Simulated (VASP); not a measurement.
A VASP calculation is set up with these files.

**INCAR**
```
ALGO = Normal
EDIFF = 1E-6
EDIFFG = -0.02
ENCUT = 500
GGA = PS
IBRION = 2
ISIF = 3
ISMEAR = 0
LASPH = .TRUE.
LCHARG = .FALSE.
LMAXMIX = 4
LREAL = .FALSE.
LWAVE = .FALSE.
NELM = 100
NSW = 40
PREC = Accurate
PSTRESS = 200
SIGMA = 0.05
SYSTEM = CuGaSe2
```

### KPOINTS
```
Automatic mesh
0
Gamma
6 6 6
0 0 0
```

### POSCAR
```
CuGaSe2
1
   -2.6908049141     2.6908049141     5.3403040544
    2.6908049141    -2.6908049141     5.3403040544
    2.6908049141     2.6908049141    -5.3403040544
Ga Cu Se
2 2 4
Direct
  0.5000000000   0.5000000000   0.0000000000
  0.2500000000   0.7500000000   0.5000000000
  0.0000000000   0.0000000000   0.0000000000
  0.7500000000   0.2500000000   0.5000000000
  0.8750000000   0.8837464201   0.5087464201
  0.1162535799   0.6250000000   0.9912535799
  0.3750000000   0.3662535799   0.4912535799
  0.6337464201   0.1250000000   0.0087464201
```

POTCAR, in this order: Ga_d Cu Se (PBE.64 set). Program: vasp_std.

Translate this PBEsol calculation to Quantum ESPRESSO's pw.x.

One equivalent input (not run):
```
&CONTROL
  calculation = 'vc-relax'
  pseudo_dir = './pseudo'
  outdir = './out'
  tprnfor = .true.
  tstress = .true.
  nstep = 40
  forc_conv_thr = 0.00078
/
&SYSTEM
  ibrav = 0
  nat = 8
  ntyp = 3
  ecutwfc = 92
  occupations = 'smearing'
  smearing = 'gaussian'
  degauss = 0.003675
  input_dft = 'pbesol'
/
&ELECTRONS
  conv_thr = 7.3e-08
  electron_maxstep = 100
/
&IONS
/
&CELL
  press = 200
/
ATOMIC_SPECIES
  Ga 69.723 Ga.upf
  Cu 63.546 Cu.upf
  Se 78.971 Se.upf
CELL_PARAMETERS angstrom
    -2.6908049    2.6908049    5.3403041
     2.6908049   -2.6908049    5.3403041
     2.6908049    2.6908049   -5.3403041
ATOMIC_POSITIONS crystal
  Ga   0.5000000  0.5000000  0.0000000
  Ga   0.2500000  0.7500000  0.5000000
  Cu   0.0000000  0.0000000  0.0000000
  Cu   0.7500000  0.2500000  0.5000000
  Se   0.8750000  0.8837464  0.5087464
  Se   0.1162536  0.6250000  0.9912536
  Se   0.3750000  0.3662536  0.4912536
  Se   0.6337464  0.1250000  0.0087464
K_POINTS automatic
  6 6 6 0 0 0
```
Limits of the translation: the potentials are each code's own (VASP's PAW set, PseudoDojo norm-conserving files in pw.x), so ENCUT and ecutwfc are chosen apart and not converted; conv_thr bounds pw.x's estimated SCF error, while EDIFF bounds the energy change between steps; forc_conv_thr acts on force components and is met together with etot_conv_thr.

The compound is CuGaSe2 in the chalcopyrite structure. This run relaxes it under an external pressure of 20 GPa. Symmetry was kept, so distortions that lower it aren't found.
